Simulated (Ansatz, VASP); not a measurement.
# Cross-check of ZnCu2SnS4 between VASP and Ansatz

Aim: how closely do two programs agree when they are given the same cell, functional and k mesh? The cell is taken from a series of runs on this material, whose earlier steps may have relaxed, scaled, displaced or heated it; both programs get it as it stands.

Calculated with Ansatz 0.2.0; plane waves, with VASP 6.6.1 beside it; relaxation of cell and atoms at PBEsol.

## 1. The structure

Symmetry: I-4, No. 82, tetragonal system. Conventional cell: a = 5.374 Å, b = 5.374 Å, c = 10.754 Å, α = 90.00°, β = 90.00°, γ = 90.00°. Nearest to Zn lie 4 S at 2.33 Å. Nearest to Cu lie 4 S at 2.27 Å. Nearest to Sn lie 4 S at 2.45 Å. S has 2 Cu at 2.27 Å and 1 Zn at 2.33 Å and 1 Sn at 2.45 Å nearest. Farther neighbours and most contacts between anions are not listed.

As a file:

```xyz
8
Lattice="-2.6869 2.6869 5.3771 2.6869 -2.6869 5.3771 2.6869 2.6869 -5.3771" Properties=species:S:1:pos:R:3 pbc="T T T"
Zn    2.6869    0.0000    2.6885
Cu    0.0000    0.0000    0.0000
Cu    0.0000    2.6869    2.6885
Sn    0.0000    0.0000    5.3771
S     1.4434   -1.3946    6.7742
S     1.2923    1.2436   -1.3971
S     1.2436    4.0815    1.3971
S     1.3946    1.4434    3.9800
```

## 2. VASP: relaxation of cell and atoms, PBEsol

The relaxed volume is the usual yardstick between codes: in a stiff, nearly cubic crystal its relative difference is about their pressure difference at one cell divided by the bulk modulus.

Lines of VASP's logs that name or quote its potential files are left out, and so is its time.

File INCAR:

```
SYSTEM = ZnCu2SnS4
PREC = Accurate
ENCUT = 600
EDIFF = 1E-07
NELM = 120
ISMEAR = 0
SIGMA = 0.01
LREAL = .FALSE.
ALGO = Normal
GGA = PS
NBANDS = 44
LASPH = .TRUE.
LORBIT = 11
LWAVE = .FALSE.
LCHARG = .FALSE.
ISIF = 3
IBRION = 2
NSW = 80
EDIFFG = -0.005
GGA_COMPAT = .FALSE.
NELMIN = 4
EFERMI = MIDGAP
KPAR = 2
```

File POSCAR:

```
ZnCu2SnS4
1.0
   -2.6869372368      2.6869372368      5.3770940192
    2.6869372368     -2.6869372368      5.3770940192
    2.6869372368      2.6869372368     -5.3770940192
Zn Cu Sn S
1 2 1 4
Direct
    0.2500000000      0.7500000000      0.5000000000
    0.0000000000      0.0000000000      0.0000000000
    0.7500000000      0.2500000000      0.5000000000
    0.5000000000      0.5000000000      0.0000000000
    0.3703933828      0.8985032368      0.0090760951
    0.1014967633      0.1105728583      0.4718901460
    0.8894271417      0.3613172877      0.9909239049
    0.6386827123      0.6296066172      0.5281098540
```

File KPOINTS:

```
Automatic mesh
0
Gamma
8 8 8
0 0 0
```

PAW data sets: Zn, Cu, Sn_d and S (PBE family, release 64).

The run is started by

```bash
$ mpirun -np 2 vasp_std
```

Numbers of over 12 decimals in the logs are rounded to 6 here.

What it wrote:

```text
[banner, memory and clock lines left out]
running    2 mpi-ranks, on    1 nodes
 distrk:  each k-point on    1 cores,    2 groups
 distr:  one band on    1 cores,    1 groups

 POSCAR found type information on POSCAR ZnCuSnS
 POSCAR found :  4 types and       8 ions
|                                                                             |
|               ----> ADVICE to this user running VASP <----                  |
|                                                                             |
|     You enforced a specific xc type in the INCAR file but a different       |
|     [... a line on the potential file left out ...]
|     I HOPE YOU KNOW WHAT YOU ARE DOING!                                     |
|                                                                             |

 LDA part: xc-table for (Slater+PW92), standard interpolation
 POSCAR, INCAR and KPOINTS ok, starting setup
 FFT: planning ... GRIDC
 FFT: planning ... GRID_SOFT
 FFT: planning ... GRID
 WAVECAR not read
 entering main loop
       N       E                     dE             d eps       ncg     rms          rms(c)
DAV:   1     0.766943130058E+03    0.76694E+03   -0.35155E+04  6880   0.233E+03
DAV:   2     0.103562161176E+03   -0.66338E+03   -0.64472E+03  6868   0.568E+02
DAV:   3    -0.272362356651E+02   -0.13080E+03   -0.12742E+03  8296   0.231E+02
DAV:   4    -0.381704598882E+02   -0.10934E+02   -0.10779E+02  9592   0.658E+01
DAV:   5    -0.386318054313E+02   -0.46135E+00   -0.46008E+00 10048   0.144E+01    0.189E+01
DAV:   6    -0.388153138151E+02   -0.18351E+00   -0.53639E+01 10372   0.121E+02    0.138E+01
DAV:   7    -0.356551231008E+02    0.31602E+01   -0.13410E+01  8904   0.101E+02    0.819E+00
DAV:   8    -0.360304718387E+02   -0.37535E+00   -0.69175E+00 10856   0.348E+01    0.469E+00
DAV:   9    -0.358291130799E+02    0.20136E+00   -0.21115E+00  9376   0.262E+01    0.930E-01
DAV:  10    -0.358237827914E+02    0.53303E-02   -0.14360E-01 10504   0.651E+00    0.311E-01
DAV:  11    -0.358253999122E+02   -0.16171E-02   -0.17108E-02 11188   0.996E-01    0.188E-01
DAV:  12    -0.358256800427E+02   -0.28013E-03   -0.18337E-03 10044   0.759E-01    0.128E-01
DAV:  13    -0.358254952319E+02    0.18481E-03   -0.79278E-04 10484   0.720E-01    0.734E-02
DAV:  14    -0.358254651105E+02    0.30121E-04   -0.34027E-04 11164   0.347E-01    0.417E-02
DAV:  15    -0.358254701302E+02   -0.50197E-05   -0.75688E-05 10312   0.757E-02    0.168E-02
DAV:  16    -0.358254711085E+02   -0.97830E-06   -0.64834E-06 10716   0.380E-02    0.598E-03
DAV:  17    -0.358254714801E+02   -0.37160E-06   -0.27586E-06  9500   0.150E-02    0.401E-03
DAV:  18    -0.358254712803E+02    0.19977E-06   -0.66502E-07  6792   0.169E-02    0.142E-03
DAV:  19    -0.358254712114E+02    0.68868E-07   -0.13545E-07  4328   0.531E-03
   1 F= -.35825471E+02 E0= -.35825471E+02  d E =-.358255E+02
[...]
2 F= -.35825804E+02 E0= -.35825804E+02  d E =-.333219E-03
[...]
3 F= -.35825805E+02 E0= -.35825805E+02  d E =-.333951E-03
[...]
4 F= -.35825911E+02 E0= -.35825911E+02  d E =-.105392E-03
 trial-energy change:   -0.000105  1 .order   -0.000103   -0.000158   -0.000048
 step:   1.3687(harm=  1.4340)  dis= 0.00170  next Energy=   -35.825920 (dE=-0.115E-03)
 bond charge predicted
       N       E                     dE             d eps       ncg     rms          rms(c)
DAV:   1    -0.358259249618E+02   -0.14428E-04   -0.15051E-03  9264   0.312E-01    0.370E-02
DAV:   2    -0.358259274882E+02   -0.25264E-05   -0.23525E-04 10424   0.238E-01    0.179E-02
DAV:   3    -0.358259222683E+02    0.52199E-05   -0.49721E-05 10000   0.145E-01    0.103E-02
DAV:   4    -0.358259216223E+02    0.64600E-06   -0.45704E-06 10048   0.300E-02    0.574E-03
DAV:   5    -0.358259214963E+02    0.12599E-06   -0.71987E-07  8852   0.141E-02    0.182E-03
DAV:   6    -0.358259215746E+02   -0.78351E-07   -0.46212E-07  5912   0.777E-03
   5 F= -.35825922E+02 E0= -.35825922E+02  d E =-.116413E-03
 curvature:  -0.85 expect dE=-0.117E-05 dE for cont linesearch -0.327E-06
 trial: gam=-0.05563 g(F)=  0.833E-06 g(S)=  0.553E-06 ort = 0.861E-05 (trialstep = 0.107E+01)
 search vector abs. value=  0.102E-05
 reached required accuracy - stopping structural energy minimisation
```

OUTCAR, selected parts (step 2):

```text
ion  position               nearest neighbor table
   1  0.250  0.750  0.500-   6 2.33   5 2.33   7 2.33   8 2.33
   2  0.000  0.000  0.000-   6 2.27   7 2.27   8 2.27   5 2.27
   3  0.750  0.250  0.500-   8 2.27   5 2.27   7 2.27   6 2.27
   4  0.500  0.500  0.000-   6 2.45   7 2.45   8 2.45   5 2.45
   5  0.370  0.899  0.009-   3 2.27   2 2.27   1 2.33   4 2.45
   6  0.101  0.111  0.472-   3 2.27   2 2.27   1 2.33   4 2.45
   7  0.889  0.361  0.991-   3 2.27   2 2.27   1 2.33   4 2.45
   8  0.639  0.630  0.528-   3 2.27   2 2.27   1 2.33   4 2.45

  LATTYP: Found a body centered tetragonal cell.
 ALAT       =     5.3738744736
 C/A-ratio  =     2.0011982214

 Subroutine GETGRP returns: Found  4 space group operations
 (whereof  4 operations were pure point group operations)

The static configuration has the point symmetry S_4 .

 Found     78 irreducible k-points:

   k-points           NKPTS =     78   k-points in BZ     NKDIM =     78   number of bands    NBANDS=     44

   dimension x,y,z NGX =    54 NGY =   54 NGZ =   54
   dimension x,y,z NGXF=   108 NGYF=  108 NGZF=  108

   ENCUT  =  600.0 eV  44.10 Ry    6.64 a.u.  13.15 13.15 13.15*2*pi/ulx,y,z

   NELECT =      72.0000    total number of electrons

 k-points in reciprocal lattice and weights: Automatic mesh
   0.00000000  0.00000000  0.00000000       0.002
   0.12500000  0.00000000  0.00000000       0.016
   0.25000000  0.00000000  0.00000000       0.016
   0.37500000  0.00000000 -0.00000000       0.016
   0.50000000  0.00000000  0.00000000       0.008
   0.12500000  0.12500000  0.00000000       0.016
   0.25000000  0.12500000 -0.00000000       0.016
  -0.25000000 -0.12500000  0.37500000       0.016
   0.37500000  0.12500000  0.00000000       0.016
[...]
-0.37500000 -0.37500000  0.37500000       0.004
   0.50000000  0.50000000  0.50000000       0.002

 average (electrostatic) potential at core
       1 -34.1134       2 -65.2833       3 -65.2664       4-102.4388       5 -86.9794
       6 -86.9794       7 -86.9794       8 -86.9794

 E-fermi :   5.1674

 k-point     1 :       0.0000    0.0000    0.0000
  band No.  band energies     occupation
    ...
     32       3.2778      2.00000
     33       3.4672      2.00000
     34       5.0448      2.00000
     35       5.0448      2.00000
     36       5.0974      2.00000
     37       5.2373      0.00000
     38       6.8996      0.00000
     39       7.7785      0.00000
     40       8.7105      0.00000
     41       8.7105      0.00000
    ...

 k-point     2 :       0.1250    0.0000    0.0000
  band No.  band energies     occupation
    ...
     32       3.3884      2.00000
     33       3.5242      2.00000
     34       4.5194      2.00000
     35       4.9013      2.00000
     36       5.0226      2.00000
     37       5.7883      0.00000
     38       7.1398      0.00000
     39       7.9458      0.00000
     40       8.5637      0.00000
     41       8.6237      0.00000
    ...

 k-point     3 :       0.2500    0.0000    0.0000
  band No.  band energies     occupation
    ...
     32       3.4702      2.00000
     33       3.6162      2.00000
     34       4.1203      2.00000
     35       4.5420      2.00000
     36       4.8559      2.00000
     37       6.2785      0.00000
     38       7.7811      0.00000
     39       8.0122      0.00000
     40       8.3441      0.00000
     41       8.6642      0.00000
    ...

  Total       -0.0040343     -0.0040343     -0.0076872      0.0000001      0.0000000      0.0000000
  in kB       -0.0415272     -0.0415272     -0.0791290      0.0000006      0.0000000      0.0000000
  external PRESSURE =      -0.0540612 kB  Pullay stress =       0.0000000 kB

  energy-cutoff  :      600.00
  volume of cell :      155.65
      direct lattice vectors                 reciprocal lattice vectors
    -2.688958016  2.688958022  5.381666272     0.000000000  0.185945633  0.092908028
     2.688958016 -2.688958022  5.381666272     0.185945633 -0.000000000  0.092908028
     2.688958022  2.688958016 -5.381666272     0.185945633  0.185945632  0.000000000

 POSITION                                       TOTAL-FORCE (eV/Angst)
 -----------------------------------------------------------------------------------
      2.68896     -0.00000      2.69083         0.000000     -0.000000     -0.000000
      0.00000     -0.00000      0.00000        -0.000000     -0.000000      0.000000
      0.00000      2.68896      2.69083         0.000000     -0.000000     -0.000000
      0.00000      0.00000      5.38167         0.000000     -0.000000      0.000000
      1.44132     -1.39424      6.77853        -0.001743      0.000254      0.001102
      1.29471      1.24763     -1.39686         0.000254      0.001743     -0.001102
      1.24763      4.08320      1.39686         0.001743     -0.000254      0.001102
      1.39424      1.44132      3.98481        -0.000254     -0.001743     -0.001102
 -----------------------------------------------------------------------------------
    total drift:                                0.000001      0.000001      0.000001

  FREE ENERGIE OF THE ION-ELECTRON SYSTEM (eV)
  ---------------------------------------------------
  free  energy   TOTEN  =       -35.8259215746 eV

  energy  without entropy=      -35.8259215746  energy(sigma->0) =      -35.82592157

 reached required accuracy - stopping structural energy minimisation

 total charge
# of ion       s       p       d       tot
------------------------------------------
    1        0.540   0.493   9.798  10.832
    2        0.389   0.406   9.252  10.046
    3        0.389   0.409   9.253  10.051
    4        1.113   1.094  10.101  12.307
    5        1.323   2.365   0.000   3.688
    6        1.323   2.365   0.000   3.688
    7        1.323   2.365   0.000   3.688
    8        1.323   2.365   0.000   3.688
--------------------------------------------------
tot          7.721  11.861  38.403  57.986

[... 3 further parts left out ...]
```

CONTCAR:

```
ZnCu2SnS4
   1.00000000000000
    -2.6889580157174944    2.6889580216498081    5.3816662718510981
     2.6889580157174944   -2.6889580216498081    5.3816662718510981
     2.6889580216498081    2.6889580157174944   -5.3816662718510981
  Zn              Cu              Sn              S
     1     2     1     4
Direct
     0.2500000000000000    0.7500000000000000    0.5000000000000000
     0.0000000000000000    0.0000000000000000    0.0000000000000000
     0.7500000000000000    0.2500000000000000    0.5000000000000000
     0.5000000000000000    0.5000000000000000    0.0000000000000000
     0.3705258645579186    0.8977874647166836    0.0087542274839884
     0.1022125353833183    0.1109667627673120    0.4727383998412351
     0.8890332372326880    0.3617716370739230    0.9912457725160115
     0.6382283629260770    0.6294741354420814    0.5272616001587649
```

This run has no spin polarisation, so a moment on Cu, if there is one, isn't seen. The run keeps the 4 symmetry operations of its start, so it cannot find a distortion of lower symmetry.

## 3. Ansatz: relaxation of cell and atoms, PBEsol

Ansatz runs on its default PAW (the set named soft_2) files.

The same cell, functional, mesh and smearing now go to Ansatz, which takes its cutoff from its data sets.

File input.yaml:

```yaml
crystal:
  lattice:
    - [-2.6869372368, 2.6869372368, 5.3770940192]
    - [2.6869372368, -2.6869372368, 5.3770940192]
    - [2.6869372368, 2.6869372368, -5.3770940192]
  atoms:
    - { symbol: Zn, position: [0.25, 0.75, 0.5] }
    - { symbol: Cu, position: [0.0, 0.0, 0.0] }
    - { symbol: Cu, position: [0.75, 0.25, 0.5] }
    - { symbol: Sn, position: [0.5, 0.5, 0.0] }
    - { symbol: S, position: [0.3703933828, 0.8985032367, 1.0090760951] }
    - { symbol: S, position: [0.1014967633, 0.1105728583, 0.471890146] }
    - { symbol: S, position: [0.8894271417, 0.3613172877, -0.0090760951] }
    - { symbol: S, position: [0.6386827123, 0.6296066172, 0.528109854] }
kpoints:
  mp_grid: { grid: [8, 8, 8] }
hamiltonian:
  xc: pbesol
scf:
  occupations: { method: gaussian, width: 0.01 }
output:
  forces: true
  stress: true
  eigenvalues: true
relax:
  adjacent_minimum: "off"
  f_tol: 0.001
  max_steps: 60
  cell: { stress_tol: 0.01 }
```

The run is started by

```bash
$ ansatz run input.yaml --threads 16 --pin off --max-ram 61440MiB --backend cuda --events-out ev --progress --plain --runs-dir out --max-vram 78GiB
```

What it wrote:

```text
Engine: ansatz 0.2.0, aarch64-unknown-linux-gnu
Pseudopotentials: kind: paw
Pseudopotential: Zn, paw, valence charge 12, recommended cutoff 420 eV (normal), Zn.paw.azcp
Pseudopotential: Cu, paw, valence charge 19, recommended cutoff 420 eV (normal), Cu.paw.azcp
Pseudopotential: Sn, paw, valence charge 14, recommended cutoff 420 eV (normal), Sn.paw.azcp
Pseudopotential: S, paw, valence charge 6, recommended cutoff 420 eV (normal), S.paw.azcp
Functional definition: PBEsol
  exchange = pbesol_x
  correlation = pbesol_c
device memory: the entry about to start is reckoned to put 9.4 GiB on a device that reports 177.8 GiB free (of which the cap on the GPU budget leaves the run 78.0 GiB)
GPU FFT provider: cuFFT
GPU libraries: cuBLAS 13.8.1, cuFFT 12.4.0, cuSOLVER 12.3.2
[...]
Basis set: ecut = 420 eV, 2977 PW (Γ), exchange–correlation on 90×90×90 points (8 copies of the dense FFT grid, shifted against one another)
[...]
k-points: 78 of 512 (time reversal used)
[...]
SCF converged after 8 iterations
[...]
- { symbol: Cu, position: [5.41707034915625e-19, 4.336808689942018e-18, 0] }
    - { symbol: Cu, position: [0.75, 0.250000, 0.5] }
    - { symbol: Sn, position: [0.5, 0.5, 0] }
    - { symbol: S, position: [0.370355, 0.898507, 1.009001] }
    - { symbol: S, position: [0.101493, 0.110494, 0.471848] }
    - { symbol: S, position: [0.889506, 0.361354, -0.00900098] }
    - { symbol: S, position: [0.638646, 0.629645, 0.528152] }
```

## 4. Comparison

Known differences besides the potentials themselves: the data sets hold 88 valence electrons in Ansatz (on its default PAW (the set named soft_2) files) and 72 in VASP; the cutoff is 420 eV in Ansatz and 600 eV in VASP; Ansatz makes its cores anew for this functional, VASP keeps those of its PBE data sets. Total energies have different zeros and are not compared.

Both answers:

```
                                         quantity  Ansatz    VASP  difference
                                      volume (Å³)  155.26  155.65     -0.25 %
edge a after relaxation, in the typed setting (Å)   6.584   6.590     -0.08 %
```

## 5. Outcome

| Item | Value |
| --- | --- |
| difference in volume (relaxation of cell and atoms, PBEsol) | -0.25 % |

The difference in volume is -0.25 % (relaxation of cell and atoms, PBEsol), within the 1.2 % picked in this series as the mark of a large difference, as far as the stopping tolerances let one tell. The data sets hold unlike numbers of valence electrons (88 in Ansatz and 72 in VASP), so part of the differences comes from the potentials. Such differences can come from data sets, numerical settings and the points named under the comparisons, not from the functional's error against experiment.

[Lines on the potential files, build, host, timing and source positions are cut from VASP's logs without a mark.]

[Logs are printed without paths, hosts, clocks, repeated set-up lines and the standing remarks that a program may print on its own settings, such as how far it seeks lower states.]

[Hosts, paths, dates, database ids (printed as entryN), source tags and the programs' standing remarks are cut or masked in the printed files.]
